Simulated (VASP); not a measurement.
Here is the system:

```
CELL_PARAMETERS angstrom
      1.84549    -3.19649     0.00000
      1.84549     3.19649     0.00000
      0.00000     0.00000     6.06294
ATOMIC_POSITIONS crystal
  Zr 0.00000 0.00000 0.00000
  S  0.33333 0.66667 0.23692
  S  0.66667 0.33333 0.76308
```

Calculation: r2SCAN meta-GGA, VASP's PBE PAW potentials (set 64) (plane waves; VASP). Numerical set-up: 520 eV cut-off, 7×7×4 Γ-centred mesh, Gaussian smearing of 0.050 eV, potentials Zr_sv S.

Estimate the energy per atom (σ→0).

```
Property                        Result
---------------------  ---------------
energy per atom (σ→0)  -14.720 eV/atom
```

Total energies compare only between runs with the same potentials, cut-off and functional.

The compound is ZrS2 in the 1T layered structure. It was relaxed first, which changed the volume by +6 %.
